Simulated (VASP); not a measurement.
Here is the system:

```xyz
6
Lattice="4.4194 0.0000 0.0000 0.0000 4.4194 0.0000 0.0000 0.0000 3.1523" Properties=species:S:1:pos:R:3 pbc="T T T"
Ir     0.0000     0.0000     0.0000
Ir     2.2097     2.2097     1.5762
O      1.3666     1.3666     0.0000
O      3.5763     0.8431     1.5762
O      0.8431     3.5763     1.5762
O      3.0528     3.0528     0.0000
```

Computed with PBE GGA, VASP's PBE PAW potentials (set 64) (plane waves; VASP 6.6.1). Numerical set-up: 620 eV cut-off, 7×7×10 Γ-centred mesh, first-order Methfessel-Paxton smearing of 0.10 eV, potentials Ir O.

Unless said otherwise, spin-orbit coupling is left out, though it shifts the bands of the heavy elements here.

Question: Predict the energy per atom (σ→0), pressure, band gap (on the k-mesh) with the smallest direct gap where there is one.

Answer: 
- band gap (on the k-mesh): none (metal, semimetal or under 0.01 eV)
- energy per atom (σ→0): -675.8 kJ/mol-atom
- pressure: 19.99 GPa

The compound is IrO2 in the rutile structure. It was relaxed first under an external pressure of 20 GPa.
